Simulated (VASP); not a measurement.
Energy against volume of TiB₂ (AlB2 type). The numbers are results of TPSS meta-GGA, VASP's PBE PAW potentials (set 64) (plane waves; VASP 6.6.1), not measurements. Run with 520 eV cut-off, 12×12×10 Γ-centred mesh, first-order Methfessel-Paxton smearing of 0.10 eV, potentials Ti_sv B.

Shape and ions are relaxed at each volume.

```tsv
V (Å³/atom)	E (eV/atom)
8.208	-11.31469
8.462	-11.32201
8.716	-11.31699
8.970	-11.30133
```

### Question
Fit these four points and predict the energy of the run at 7.954 Å³/atom.

### Answer
A cubic in V^(−2/3), the third-order Birch-Murnaghan form, passes through the four points with V0 = 8.48 Å³/atom and B0 = 257 GPa, and gives -11.2931 eV/atom there. The run gave -11.2931 eV/atom, -0.0 meV/atom from the fit; all five points give B0 = 257 GPa.

The compound is TiB2 in the AlB2 type structure. It was relaxed first.
